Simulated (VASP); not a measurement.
```xyz
3
Lattice="0.0000 2.6546 2.6546 2.6546 0.0000 2.6546 2.6546 2.6546 0.0000" Properties=species:S:1:pos:R:3 pbc="T T T"
Cd     0.0000     0.0000     0.0000
F      1.3273     1.3273     1.3273
F      3.9819     3.9819     3.9819
```

Method: LDA (Ceperley-Alder, Perdew-Zunger), VASP's LDA PAW potentials (set 64) (plane waves; VASP). Numerical set-up: 620 eV cut-off, 7×7×7 Γ-centred mesh, Gaussian smearing of 0.050 eV, potentials Cd F.

Task: Predict the energy per atom (σ→0).

Result: 
```yaml
energy per atom (σ→0): -4.247 eV/atom
```

Only differences to runs with the same potentials and settings are physical.

The compound is CdF2 in the fluorite structure. It was relaxed first.
